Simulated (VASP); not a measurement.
Here is a VASP 6.6.1 calculation.

POSCAR

```
B2Ir2Os
1.0
    0.0000000000      3.4516460000      0.0000000000
    3.4516460000      0.0000000000      0.0000000000
    1.7258230000      1.7258230000     -5.0029140000
Ir B Os
2 2 1
Direct
    0.7500000000      0.2500000000      0.5000000000
    0.2500000000      0.7500000000      0.5000000000
    0.3947607734      0.3947607734      0.2104784532
    0.6052392266      0.6052392266      0.7895215468
    0.0000000000      0.0000000000      0.0000000000
```

File INCAR.step1:

```
SYSTEM = B2Ir2Os
PREC     = Accurate       ! precision mode
ENCUT    = 520            ! plane-wave cutoff, eV
ISMEAR   = -1             ! smearing method
SIGMA    = 0.0128         ! smearing width, eV
LREAL    = .FALSE.        ! projectors in reciprocal space
LASPH    = .TRUE.         ! aspherical terms in the spheres
NELM     = 100            ! most SCF steps
NBANDS   = 24             ! bands
GGA      = PE             ! functional
ALGO     = Normal         ! electronic algorithm
EDIFF    = 1E-4           ! SCF threshold, eV
LWAVE    = .TRUE.         ! write WAVECAR
LCHARG   = .FALSE.        ! write CHGCAR
```

Contents of INCAR.step2:

```
SYSTEM = B2Ir2Os
PREC     = Accurate       ! precision mode
ENCUT    = 520            ! plane-wave cutoff, eV
EDIFF    = 1E-6           ! SCF threshold, eV
ISMEAR   = -1             ! smearing method
SIGMA    = 0.0128         ! smearing width, eV
LREAL    = .FALSE.        ! projectors in reciprocal space
LASPH    = .TRUE.         ! aspherical terms in the spheres
NELM     = 100            ! most SCF steps
ALGO     = Normal         ! electronic algorithm
ISIF     = 2              ! what is computed and relaxed
LWAVE    = .FALSE.        ! write WAVECAR
LCHARG   = .TRUE.         ! write CHGCAR
METAGGA  = R2SCAN         ! meta-GGA
LMIXTAU  = .TRUE.       
LELF     = .TRUE.         ! ELF
LVHAR    = .TRUE.       
NBANDS   = 24             ! bands
ISTART   = 1
```

File KPOINTS:

```
Automatic mesh
0
G
  6 6 6
  0 0 0
```

Potentials or basis: VASP PAW PBE potentials, release 64 (Ir, B, Os).

Launch:

```console
$ cat potpaw_PBE.64/Ir/POTCAR potpaw_PBE.64/B/POTCAR potpaw_PBE.64/Os/POTCAR > POTCAR
$ cp INCAR.step1 INCAR
$ mpirun -np 1 vasp_std > vasp.out
$ cp INCAR.step2 INCAR
$ mpirun -np 1 vasp_std > vasp.out
```

Question: Estimate the largest force.

Answer: 0.105 eV/Å.

Question: Predict the band gap on the k mesh.

Answer: None (metal or under the smearing width).

Question: Estimate the pressure.

Answer: 4.2 GPa.

Forces on the atoms (eV/Å):
```
Ir   0.000  0.000  0.000
Ir   0.000  0.000  0.000
B    0.000  0.000  0.105
B    0.000  0.000 -0.105
Os   0.000  0.000  0.000
```

Caveat: the PAW data sets were made with another functional, which shifts forces and pressure a little. Spin-orbit coupling is left out, which matters for the levels of Ir, Os.
